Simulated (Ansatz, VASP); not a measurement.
LiBe16 (a cell with a defect) in VASP and in Ansatz

```
Be Li
1.0
    -2.29000   -3.96640    0.00000
     3.43500   -1.98320    0.00000
     0.00000    0.00000    7.17686
Be Li
16 1
Direct
  0.76100 0.49318 0.00299
  0.52344 0.50080 0.25766
  0.75994 0.49234 0.51191
  0.49261 0.29064 0.75771
  0.48261 0.92549 0.00497
  0.31188 0.11334 0.25810
  0.48317 0.92705 0.51062
  0.23424 0.78547 0.75752
  0.24533 0.42743 0.00405
  0.92649 0.29324 0.25722
  0.24526 0.42831 0.51114
  0.99029 0.30013 0.75741
  0.98747 0.98722 0.00268
  0.71888 0.89253 0.25775
  0.98862 0.98593 0.51200
  0.73811 0.80652 0.75729
  0.12398 0.70386 0.25702
```

Alike in both runs: functional LDA; k mesh 4 × 4 × 3; occupations gaussian, width 0.1 eV; no spin polarisation.

Ansatz relaxed the structure, and its values are those at the end. VASP's run is a single point on that final structure, the one shown.

```csv
,VASP,Ansatz
version,VASP 6.6.1,Ansatz 0.2.0
potentials or method,"VASP PAW LDA potentials, release 64 (Be, Li_sv)","scalar-relativistic, plane waves, PAW"
plane-wave cutoff (eV),520,420
valence electrons in the cell,35,35
```

```tsv
	VASP	Ansatz	Ansatz less VASP
rms of the force components (eV/Å)	0.009	0.009	-0.0002
```

Caveats: the k mesh is coarse (spacing up to 0.40 Å⁻¹), so the values aren't converged.
